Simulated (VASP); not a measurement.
Write the native input for VASP 6.6.1 that does the following.

```yaml
Task: relaxation of cell and atoms
Functional: PBE
Potentials_or_basis: VASP PAW PBE potentials, release 64 (Hf_pv, Si, B)
Cutoff: 520 eV
k_mesh: 4 × 4 × 4
Occupations: gaussian, width 0.15 eV
Spin: no spin polarisation
Further_INCAR_settings: PREC = Normal; ALGO = Fast; EDIFF = 0.0001; IBRION = 2; EDIFFG = -0.08; NSW = 24; ISIF = 3
```

The structure of HfSi2B4 lies in POSCAR:

```
HfSi2B4
1.0
    4.0000000000      0.0000000000      0.0000000000
    0.0000000000      4.0000000000      0.0000000000
    0.0000000000      0.0000000000      5.2000000000
Hf Si B
1 2 4
Direct
    0.0000000000      0.0000000000      0.0000000000
    0.5000000000      0.5000000000      0.2100000000
    0.5000000000      0.5000000000      0.7900000000
    0.2040000000      0.5000000000      0.5000000000
    0.7960000000      0.5000000000      0.5000000000
    0.5000000000      0.2040000000      0.5000000000
    0.5000000000      0.7960000000      0.5000000000
```

The cell was built by a generator and needn't be a form met in nature.

One way to write it, as run:

INCAR

```
PREC     = Normal         # precision mode
ENCUT    = 520            # plane-wave cutoff, eV
EDIFF    = 1E-4           # SCF threshold, eV
ISMEAR   = 0              # smearing method
SIGMA    = 0.15           # smearing width, eV
LREAL    = F              # projectors in reciprocal space
LASPH    = T              # aspherical terms in the spheres
NELM     = 60             # most SCF steps
ALGO     = Fast           # electronic algorithm
ISIF     = 3              # what is computed and relaxed
LWAVE    = F              # write WAVECAR
LCHARG   = F              # write CHGCAR
GGA      = PE             # functional
IBRION   = 2              # ionic algorithm
NSW      = 24             # ionic steps
EDIFFG   = -0.08          # ionic threshold
KPAR     = 4
```

KPOINTS

```
regular mesh
0
Gamma
  4 4 4
```

Potentials or basis: VASP PAW PBE potentials, release 64 (Hf_pv, Si, B).

Launch:

```sh
$ cat potpaw_PBE.64/Hf_pv/POTCAR potpaw_PBE.64/Si/POTCAR potpaw_PBE.64/B/POTCAR > POTCAR
$ mpirun -np 4 vasp_std > vasp.out
```

Results of the run:

- Relaxed volume: 13.46 Å³/atom
- Relaxed cell: a = 4.049 Å, b = 4.049 Å, c = 5.750 Å, α = 90.00°, β = 90.00°, γ = 90.00°
- Space group after relaxing (to 0.05 Å): P4/mmm (No. 123)
- Energy gained by relaxing: 149.3 meV/atom
- Ionic steps: 21
- Pressure after relaxing: -0.1 GPa
- Largest force after relaxing: 0.011 eV/Å
- Band gap on the k mesh: none (metal or under the smearing width)

Caveat: the k mesh is coarse (spacing up to 0.39 Å⁻¹), so the values aren't converged; the relaxation stopped at a loose force limit of 0.08 eV/Å, so its end isn't a converged minimum.

Run time: 51 s on 4 MPI ranks on Intel(R) Xeon(R) Platinum 8488C (Sapphire Rapids), with other jobs on the host, peak memory 0.19 GiB a rank.
